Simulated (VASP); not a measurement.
VASP ran on this input.

**INCAR**
```
SYSTEM = HoAs
PREC = Accurate
ENCUT = 400
EDIFF = 1E-6
NELM = 100
ALGO = Normal
LREAL = .FALSE.
LASPH = .TRUE.
ISMEAR = 0
SIGMA = 0.05
GGA = PE
LMAXMIX = 6
LWAVE = .FALSE.
LCHARG = .FALSE.
ISIF = 2
ISPIN = 2
MAGMOM = 1.0 1.0 1.0
```

### KPOINTS
```
Automatic mesh
0
Gamma
6 6 6
0 0 0
```

**POSCAR**
```
HoAs
1
    2.0463550000     1.1814640000     3.5023270000
   -2.0463550000     1.1814640000     3.5023270000
    0.0000000000    -2.3629270000     3.5023270000
Ho As
1 1
Direct
  0.7624000000   0.7624000000   0.7624000000
  0.2376000000   0.2376000000   0.2376000000
```

POTCAR, in this order: Ho_3 As (PBE.64 set). Program: vasp_std.

### Question
One choice in this input is risky. Which, and does it do harm here?

### Answer
The risk: MAGMOM holds more values than there are atoms. Here it does no harm: the run (PBE GGA, plane waves, VASP's PBE PAW potentials (set 64)) converges to the same energy and pressure as with the safe setting.
File OSZICAR:
```
       N       E                     dE             d eps       ncg     rms          rms(c)
DAV:   1     0.421469864998E+02    0.42147E+02   -0.55410E+03  1756   0.870E+02
DAV:   2    -0.892612666608E+01   -0.51073E+02   -0.46289E+02  2452   0.270E+02
DAV:   3    -0.120121364584E+02   -0.30860E+01   -0.30252E+01  2484   0.505E+01
DAV:   4    -0.120473454693E+02   -0.35209E-01   -0.35142E-01  2368   0.371E+00
DAV:   5    -0.120477788545E+02   -0.43339E-03   -0.43291E-03  2300   0.411E-01    0.218E+01
DAV:   6    -0.120423427813E+02    0.54361E-02   -0.85808E-01  2572   0.688E+00    0.136E+01
DAV:   7    -0.120386755693E+02    0.36672E-02   -0.28224E-01  2624   0.443E+00    0.441E+00
DAV:   8    -0.120607790711E+02   -0.22104E-01   -0.45833E-02  1888   0.158E+00    0.105E+00
DAV:   9    -0.120561469180E+02    0.46322E-02   -0.12202E-02  2540   0.879E-01    0.354E-01
DAV:  10    -0.120553688417E+02    0.77808E-03   -0.68913E-04  2516   0.241E-01    0.882E-02
DAV:  11    -0.120553882079E+02   -0.19366E-04   -0.86196E-05  2400   0.800E-02    0.466E-02
DAV:  12    -0.120554064248E+02   -0.18217E-04   -0.20481E-05  2028   0.387E-02    0.203E-02
DAV:  13    -0.120554082840E+02   -0.18592E-05   -0.33119E-06  1992   0.173E-02    0.540E-03
DAV:  14    -0.120554083288E+02   -0.44798E-07   -0.14914E-06  1328   0.101E-02
   1 F= -.12055408E+02 E0= -.12055141E+02  d E =-.534161E-03  mag=    -0.0001
```

The structure was generated: HoAs was put into the alpha-GeTe type (R3m), which need not be its known phase. The cell was not relaxed at this level. The 4f electrons are frozen in the core of the lanthanide potential, so 4f levels, which can set the real gap, and their magnetism are missing.
